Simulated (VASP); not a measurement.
Here is the system:

```xyz
8
Lattice="5.4821 0.0000 0.0000 0.0000 5.4821 0.0000 0.0000 0.0000 5.4821" Properties=species:S:1:pos:R:3 pbc="T T T"
N      0.3147     0.3147     0.3147
N      5.1674     5.1674     5.1674
N      2.4264     5.1674     3.0557
N      3.0557     0.3147     2.4264
N      3.0557     2.4264     5.1674
N      2.4264     3.0557     0.3147
N      5.1674     3.0557     2.4264
N      0.3147     2.4264     3.0557
```

The numbers are results of revPBE GGA, VASP's PBE PAW potentials (set 64) (plane waves; VASP), not measurements. Settings: 400 eV cut-off, 5×5×5 Γ-centred mesh shifted by (0.5, 0.5, 0.5), Gaussian smearing of 0.010 eV, potentials N.

At this cut-off the stress carries a Pulay error, which pulls relaxed volumes low.

Q: Estimate the energy per atom (σ→0), pressure, largest force.

A: 
| Item | Result |
|---|---|
| energy per atom (σ→0) | -8075 meV/atom |
| pressure | 40.9 kbar |
| largest force | 4.822 eV/Å |

Only differences to runs with the same potentials and settings are physical.

The structure comes from a computed database's N2 entry; how it stands against other phases isn't given here. The cell was not relaxed at this level.
